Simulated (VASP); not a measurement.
# KBe2 (P6/mmm) in VASP: equation of state, part 2 of 2

VASP 6.6.1.

## Step 3: Equation of state, PBE, 22.09 Å³/atom (volume scaled by 0.96)

File INCAR:

```
PREC = Accurate
ENCUT = 520
EDIFF = 1E-7
ISMEAR = -1
SIGMA = 0.05
LREAL = F
LASPH = T
NELM = 80
ALGO = Normal
ISIF = 2
LWAVE = F
LCHARG = F
GGA = PE
NBANDS = 14
```

File KPOINTS:

```
regular mesh
0
Gamma
  8 8 5
```

File POSCAR:

```
KBe2
1.0
    3.7913176867      0.0000000000      0.0000000000
   -1.8956588434      3.2833766479      0.0000000000
    0.0000000000      0.0000000000      5.3230622764
K Be
1 2
Direct
    0.0000000000      0.0000000000      0.5000000000
    0.3333300000      0.6666700000      0.0000000000
    0.6666700000      0.3333300000      0.0000000000
```

Potentials or basis: VASP PAW PBE potentials, release 64 (K_sv, Be).

Started as:

```
cat potpaw_PBE.64/K_sv/POTCAR potpaw_PBE.64/Be/POTCAR > POTCAR
mpirun -np 1 vasp_std > vasp.out
```

Run time: 57 s. Hardware: 1 thread of Intel Xeon Platinum 8488C (Sapphire Rapids), shared host; peak memory 0.2 GiB.

The run converged. Its results:

```yaml
Free_energy: -5.7491 eV
Pressure: 1.2 GPa
Band_gap_on_the_k_mesh: none (metal or under the smearing width)
```

## Step 4: Equation of state, PBE, 22.55 Å³/atom (volume scaled by 0.98)

File INCAR:

```
PREC = Accurate
ENCUT = 520
EDIFF = 1E-7
ISMEAR = -1
SIGMA = 0.05
LREAL = False
LASPH = True
NELM = 60
ALGO = Normal
ISIF = 2
LWAVE = False
LCHARG = False
GGA = PE
NBANDS = 14
```

File KPOINTS:

```
Automatic mesh
0
Gamma
  8 8 5
```

File POSCAR:

```
KBe2
1.0
    3.8174655315      0.0000000000      0.0000000000
   -1.9087327658      3.3060213403      0.0000000000
    0.0000000000      0.0000000000      5.3597742108
K Be
1 2
Direct
    0.0000000000      0.0000000000      0.5000000000
    0.3333300000      0.6666700000      0.0000000000
    0.6666700000      0.3333300000      0.0000000000
```

Started as:

```
cat potpaw_PBE.64/K_sv/POTCAR potpaw_PBE.64/Be/POTCAR > POTCAR
mpirun -np 1 vasp_std > vasp.out
```

Wall time 44 s (1 thread of Intel Xeon Platinum 8488C (Sapphire Rapids), shared host); peak memory 0.21 GiB.

Results (log left out):

```
Free energy            : -5.7567 eV
Pressure               : 0.6 GPa
Band gap on the k mesh : none (metal or under the smearing width)
```

## Step 5: Equation of state, PBE, 23.47 Å³/atom (volume scaled by 1.02)

File INCAR:

```
SYSTEM = KBe2
  PREC = Accurate
  ENCUT = 520
  EDIFF = 1E-7
  ISMEAR = -1
  SIGMA = 0.05
  LREAL = .FALSE.
  LASPH = .TRUE.
  NELM = 80
  ALGO = Normal
  ISIF = 2
  LWAVE = .FALSE.
  LCHARG = .FALSE.
  GGA = PE
  NBANDS = 14
```

File KPOINTS:

```
Automatic mesh
0
G
  8 8 5
  0 0 0
```

File POSCAR:

```
KBe2
1.0
    3.8687127947      0.0000000000      0.0000000000
   -1.9343563974      3.3504027616      0.0000000000
    0.0000000000      0.0000000000      5.4317260746
K Be
1 2
Direct
    0.0000000000      0.0000000000      0.5000000000
    0.3333300000      0.6666700000      0.0000000000
    0.6666700000      0.3333300000      0.0000000000
```

Started as:

```
cat potpaw_PBE.64/K_sv/POTCAR potpaw_PBE.64/Be/POTCAR > POTCAR
mpirun -np 1 vasp_std > vasp.out
```

Run time: 48 s. Hardware: 1 thread of Intel Xeon Platinum 8488C (Sapphire Rapids), shared host; peak memory 0.21 GiB.

The run converged. Its results:

```yaml
Free_energy: -5.7580 eV
Pressure: -0.4 GPa
Band_gap_on_the_k_mesh: none (metal or under the smearing width)
```

## Step 6: Equation of state, PBE, 23.93 Å³/atom (volume scaled by 1.04)

File INCAR:

```
ALGO = Normal
EDIFF = 1E-7
ENCUT = 520
GGA = PE
ISIF = 2
ISMEAR = -1
LASPH = True
LCHARG = False
LREAL = False
LWAVE = False
NBANDS = 14
NELM = 80
PREC = Accurate
SIGMA = 0.05
```

File KPOINTS:

```
k-points
0
Gamma
  8 8 5
```

File POSCAR:

```
KBe2
1.0
    3.8938350103      0.0000000000      0.0000000000
   -1.9469175052      3.3721592333      0.0000000000
    0.0000000000      0.0000000000      5.4669980114
K Be
1 2
Direct
    0.0000000000      0.0000000000      0.5000000000
    0.3333300000      0.6666700000      0.0000000000
    0.6666700000      0.3333300000      0.0000000000
```

Potentials or basis: VASP PAW PBE potentials, release 64 (K_sv, Be).

Started as:

```
cat potpaw_PBE.64/K_sv/POTCAR potpaw_PBE.64/Be/POTCAR > POTCAR
mpirun -np 1 vasp_std > vasp.out
```

OUTCAR:

```text
EDIFF = 1E-7
   ENCUT = 520
   GGA = PE
   ISIF = 2
   ISMEAR = -1
   LASPH = True
   LREAL = False
   NELM = 80
   PREC = Accurate

 Found     63 irreducible k-points:

 Following reciprocal coordinates:
            Coordinates               Weight
  0.000000  0.000000  0.000000      1.000000
  0.125000  0.000000  0.000000      4.000000
 -0.125000  0.125000  0.000000      2.000000
  0.250000  0.000000  0.000000      4.000000
 -0.250000  0.250000  0.000000      2.000000
  0.375000 -0.000000  0.000000      4.000000
   k-points           NKPTS =     63   k-points in BZ     NKDIM =     63   number of bands    NBANDS=     14
   number of dos      NEDOS =    301   number of ions     NIONS =      3
   total plane-waves  NPLWV =  37800
   dimension x,y,z NGX =    30 NGY =   30 NGZ =   42
   dimension x,y,z NGXF=    60 NGYF=   60 NGZF=   84
   ions per type =               1   2
   NGX,Y,Z   is equivalent  to a cutoff of  12.81, 12.81, 12.77 a.u.
   NGXF,Y,Z  is equivalent  to a cutoff of  25.62, 25.62, 25.54 a.u.
 SYSTEM =  unknown system
   PREC   = accura    normal or accurate (medium, high low for compatibility)
   ISTART =      0    job   : 0-new  1-cont  2-samecut
   ICHARG =      2    charge: 1-file 2-atom 10-const
[... 72 lines left out ...]
      9       3.3098      0.00000
     10       7.4553      0.00000
     11       7.4556      0.00000
     12       7.4610      0.00000
     13       7.4610      0.00000
     14       8.3994      0.00000
[... 71 lines left out ...]
      1     -29.7202      2.00000
      2     -13.4395      2.00000
      3     -13.2218      2.00000
      4     -13.1190      2.00000
      5      -2.9490      2.00000
      6      -0.4478      2.00000
      7       1.4495      0.00637
      8       2.0127      0.00000
      9       3.9281      0.00000
     10       4.9157      0.00000
     11       5.6381      0.00000
     12       7.0319      0.00000
     13       7.6545      0.00000
     14       9.1506      0.00000

 [... further k-points ...]

------------------------ aborting loop because EDIFF is reached ----------------------------------------

  FORCE on cell =-STRESS in cart. coord.  units (eV):
  Direction    XX          YY          ZZ          XY          YZ          ZX
  --------------------------------------------------------------------------------------
  -------------------------------------------------------------------------------------
  Total       -0.4763557     -0.4760097     -0.2062062      0.0002994      0.0000000      0.0000000
  in kB      -10.6318147    -10.6240929     -4.6023299      0.0066829      0.0000000      0.0000000
  external PRESSURE =      -8.6194125 kB  Pullay stress =       0.0000000 kB

 VOLUME and BASIS-vectors are now :
 -----------------------------------------------------------------------------
  energy-cutoff  :      520.00
  volume of cell :       71.79
      direct lattice vectors                 reciprocal lattice vectors
     3.893835010  0.000000000  0.000000000     0.256816223  0.148272951  0.000000000
    -1.946917505  3.372159233  0.000000000     0.000000000  0.296545902  0.000000000
     0.000000000  0.000000000  5.466998011     0.000000000  0.000000000  0.182915742

 POSITION                                       TOTAL-FORCE (eV/Angst)
 -----------------------------------------------------------------------------------
      0.00000      0.00000      2.73350         0.000000      0.000000      0.000000
     -0.00002      2.24812      0.00000         0.000075     -0.000043     -0.000000
      1.94694      1.12404      0.00000        -0.000075      0.000043      0.000000
 -----------------------------------------------------------------------------------
    total drift:                                0.000000      0.000000      0.000000

  FREE ENERGIE OF THE ION-ELECTRON SYSTEM (eV)
  ---------------------------------------------------
  free  energy   TOTEN  =        -5.7525884559 eV

  energy  without entropy=       -5.7315739854  energy(sigma->0) =       -5.74208122
```

stdout:

```text
POSCAR found type information on POSCAR K Be
 POSCAR found :  2 types and       3 ions
 scaLAPACK will be used
 LDA part: xc-table for (Slater+PW92), standard interpolation
 POSCAR, INCAR and KPOINTS ok, starting setup
 FFT: planning ... GRIDC
 FFT: planning ... GRID_SOFT
 FFT: planning ... GRID
 WAVECAR not read
 entering main loop
```

Wall time 52 s (1 thread of Intel Xeon Platinum 8488C (Sapphire Rapids), shared host); peak memory 0.21 GiB.

What came out:

```yaml
Free_energy: -5.7526 eV
Pressure: -0.9 GPa
Band_gap_on_the_k_mesh: none (metal or under the smearing width)
```

## Step 7: Equation of state, PBE, 24.39 Å³/atom (volume scaled by 1.06)

File INCAR:

```
PREC     = Accurate       # precision mode
ENCUT    = 520            # plane-wave cutoff, eV
EDIFF    = 1E-7           # SCF threshold, eV
ISMEAR   = -1             # smearing method
SIGMA    = 0.05           # smearing width, eV
LREAL    = False          # projectors in reciprocal space
LASPH    = True           # aspherical terms in the spheres
NELM     = 80             # most SCF steps
ALGO     = Normal         # electronic algorithm
ISIF     = 2              # what is computed and relaxed
LWAVE    = False          # write WAVECAR
LCHARG   = False          # write CHGCAR
GGA      = PE             # functional
NBANDS   = 14             # bands
```

File KPOINTS:

```
Automatic mesh
0
Gamma
  8 8 5
```

File POSCAR:

```
KBe2
1.0
    3.9186371759      0.0000000000      0.0000000000
   -1.9593185880      3.3936385336      0.0000000000
    0.0000000000      0.0000000000      5.5018205937
K Be
1 2
Direct
    0.0000000000      0.0000000000      0.5000000000
    0.3333300000      0.6666700000      0.0000000000
    0.6666700000      0.3333300000      0.0000000000
```

Started as:

```
cat potpaw_PBE.64/K_sv/POTCAR potpaw_PBE.64/Be/POTCAR > POTCAR
mpirun -np 1 vasp_std > vasp.out
```

Wall time 49 s (1 thread of Intel Xeon Platinum 8488C (Sapphire Rapids), shared host); peak memory 0.22 GiB.

Results (log left out):

* Free energy: -5.7436 eV
* Pressure: -1.3 GPa
* Band gap on the k mesh: none (metal or under the smearing width)

## Step 8: Equation of state, PBE

Potentials or basis: VASP PAW PBE potentials, release 64 (K_sv, Be).

No new run: the results of the series are fitted here.

Results:

| Item | Value |
| --- | --- |
| Equilibrium volume | 23.07 Å³/atom |
| Bulk modulus at fixed shape and positions | 25 GPa |
| Pressure derivative of the bulk modulus | 3.6 |

Energy against volume, from the lowest point:
```tsv
volume (Å³/atom)	energy (meV/atom)
21.628	7.70
22.088	3.46
22.548	0.94
23.008	0.00
23.468	0.50
23.928	2.31
24.389	5.32
```

Caveat: the cell was scaled at fixed shape and fractional positions, which overstates the stiffness of a crystal with free parameters, most of all of layers and chains.
